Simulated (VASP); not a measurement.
Level of theory: PBE GGA, VASP's PBE PAW potentials (set 64) (plane waves; VASP 6.6.1).

Input for VASP

### INCAR
```
! general
SYSTEM    =  Tl
PREC      =  Accurate
ENCUT     =  300
LREAL     =  .False.
LASPH     =  .True.

! electronic loop
EDIFF     =  1E-8
NELM      =  100
ALGO      =  Normal
LMAXMIX   =  4

! smearing
ISMEAR    =  0
SIGMA     =  0.1

! functional
GGA       =  PE

! ions
IBRION    =  8
NSW       =  1
ISIF      =  2

! output
LWAVE     =  .False.
LCHARG    =  .False.

! other
LEPSILON  =  .False.
```

**KPOINTS**
```
Automatic
0
G
7 7 4
```

File POSCAR:
```
Tl
1
    1.7370930000    -3.0087330000     0.0000000000
    1.7370930000     3.0087330000     0.0000000000
    0.0000000000     0.0000000000     5.5426320000
Tl
2
Direct
  0.3333330000   0.6666670000   0.2500000000
  0.6666670000   0.3333330000   0.7500000000
```

POTCAR, in this order: Tl_d (PBE.64 set). Program: vasp_std.

At this cut-off the stress carries a Pulay error, which pulls relaxed volumes low. Unless said otherwise, spin-orbit coupling is left out, though it shifts the bands of the heavy elements here.

Task: Estimate the energy per atom (σ→0), pressure, band gap (on the k-mesh).

Result: 
The energy per atom (σ→0) is -209.9 kJ/mol of atoms. The band gap (on the k-mesh) comes out as none (metal, semimetal or under 0.01 eV). The pressure is 2.18 GPa.

OSZICAR:
```
...
RMM:   6    -0.356508124842E+00    0.15116E-04    0.30435E-06  1556   0.282E-03    0.798E-04
RMM:   7    -0.356502540182E+00    0.55847E-05   -0.23589E-06  1598   0.111E-03    0.189E-04
RMM:   8    -0.356499043180E+00    0.34970E-05   -0.83649E-07  1606   0.344E-04    0.650E-05
RMM:   9    -0.356498137103E+00    0.90608E-06   -0.26904E-07  1623   0.138E-04    0.132E-05
RMM:  10    -0.356498233663E+00   -0.96559E-07   -0.20412E-07  1780   0.498E-05    0.482E-06
RMM:  11    -0.356498225059E+00    0.86041E-08   -0.14951E-07  1747   0.376E-05    0.104E-06
RMM:  12    -0.356498221094E+00    0.39642E-08   -0.10297E-08  1235   0.326E-05    0.337E-07
 Linear response finished
```

The structure is a typed Tl crystal (P6_3/mmc). The cell was not relaxed at this level. The run is one of a series of settings (EDIFF = 1E-8, IBRION = 8, LEPSILON = .FALSE., NSW = 1 against the base run), some of them coarse on purpose.
